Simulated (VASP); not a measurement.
Crystal: CsHgS.

```
CELL_PARAMETERS angstrom
4.28901 0.00000 0.00000
0.00000 4.28901 0.00000
0.00000 0.00000 5.77245
ATOMIC_POSITIONS crystal
Cs 0.00000 0.00000 0.50000
Hg 0.50000 0.50000 0.50000
S 0.50000 0.50000 0.00000
```

The cell was built by a generator and needn't be a form met in nature.

The cell isn't the ideal one: random cell by space group and Wyckoff sites (P4/mmm, No. 123).

| Property | Result |
| --- | --- |
| Program | VASP 6.6.1 |
| Task | relaxation of cell and atoms |
| Functional | PBE |
| Potentials or basis | VASP PAW PBE potentials, release 64 (Cs_sv, Hg, S) |
| Cutoff | 600 eV |
| k mesh | 4 × 4 × 4 |
| Occupations | gaussian, width 0.1 eV |
| Spin | no spin polarisation |

At the start: pressure 5.6 GPa; volume 35.40 Å³/atom.

How do energy, volume and symmetry change on relaxing?

Over 9 steps the energy falls by 655.0 meV/atom and the volume is 48.15 Å³/atom (+36.0 %); space group P4/mmm (No. 123, to 0.05 Å).

Step by step:
```csv
step,energy change (eV),largest force (eV/Å),pressure (GPa),volume (Å³)
1,0.0000,0.0000,5.56,106.19
2,-1.6734,0.0000,0.58,124.50
3,-1.9256,0.0000,1.03,137.79
4,-1.9419,0.0000,0.87,135.78
5,-1.9429,0.0000,0.84,135.23
6,-1.9581,0.0000,0.07,140.52
7,-1.9584,0.0000,0.16,139.96
8,-1.9630,0.0000,0.09,142.01
9,-1.9649,0.0000,0.01,144.45
```

Final structure:
```yaml
crystal:
  lattice:
    - [5.32413, 0.00000, 0.00000]
    - [0.00000, 5.32413, 0.00000]
    - [0.00000, 0.00000, 5.09594]
  atoms:
    - { symbol: Cs, position: [0.00000, 0.00000, 0.50000] }
    - { symbol: Hg, position: [0.50000, 0.50000, 0.50000] }
    - { symbol: S, position: [0.50000, 0.50000, 0.00000] }
```

Caveat: the k mesh is coarse (spacing up to 0.37 Å⁻¹), so the values aren't converged; the volume moved by over 15 % at a fixed basis, so the end points are rough.
